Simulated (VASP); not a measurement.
An input for Ansatz (written as the equivalent of a VASP run, and not itself run):

Ansatz 0.2 input:
```yaml
crystal:
  lattice:
    - [2.1160970, -3.6825960, 0.0000000]
    - [2.1160970, 3.6825960, 0.0000000]
    - [0.0000000, 0.0000000, 6.7694490]
  atoms:
    - { symbol: Mg, position: [0.0000000, 0.0000000, 0.0000000] }
    - { symbol: I, position: [0.3333330, 0.6666670, 0.2420000] }
    - { symbol: I, position: [0.6824250, 0.3490910, 0.7580000] }
kpoints:
  mp_grid: { grid: [6, 6, 3] }
hamiltonian:
  xc: pbe
  pseudopotentials: { kind: paw }
scf:
  occupations: { method: gaussian, width: 0.05 }
  max_iter: 100
output: { forces: true, stress: true, eigenvalues: true }
```

### Question
Translate this input to VASP (INCAR, KPOINTS, POSCAR, choice of POTCAR).

### Answer
One answer among several that fit: 
**INCAR**
```
! general
SYSTEM  = MgI2
PREC    = Accurate
ENCUT   = 450   ! plane-wave cut-off (eV)
LREAL   = .FALSE.   ! projection in real space or not
LASPH   = .TRUE.   ! aspherical one-centre terms

! electronic loop
EDIFF   = 1E-6   ! SCF stop (eV)
NELM    = 100
ALGO    = Normal
LMAXMIX = 4   ! l cut-off of mixed one-centre charges

! smearing
ISMEAR  = 0
SIGMA   = 0.05   ! width (eV)

! functional
GGA     = PE   ! PBE

! ions
ISIF    = 2

! output
LWAVE   = .FALSE.
LCHARG  = .FALSE.
```

**POSCAR**
```
MgI2
4.2472790
  0.4982241572  -0.8670482914   0.0000000000
  0.4982241572   0.8670482914   0.0000000000
  0.0000000000   0.0000000000   1.5938319569
Mg I
1 2
direct
  0.0000000000   0.0000000000   0.0000000000
  0.3333330000   0.6666670000   0.2420000000
  0.6824250000   0.3490910000   0.7580000000
```

KPOINTS:
```
Automatic mesh
0
Gamma
6 6 3
0 0 0
```

POTCAR, in this order: Mg I (PBE.64 set). Program: vasp_std.

Limits of the translation: each code has its own PAW files, so the cut-off isn't converted (ENCUT is set for VASP's; basis.ecutwfc is left out, and Ansatz then takes the one that its files recommend); Ansatz stops its SCF on the density residual and VASP on the energy change (EDIFF).

The compound is MgI2 in the 1T layered structure. The cell was not relaxed at this level, atoms are displaced from their ideal sites. The run is one of a series of settings (ENCUT = 450 against the base run), some of them coarse on purpose.
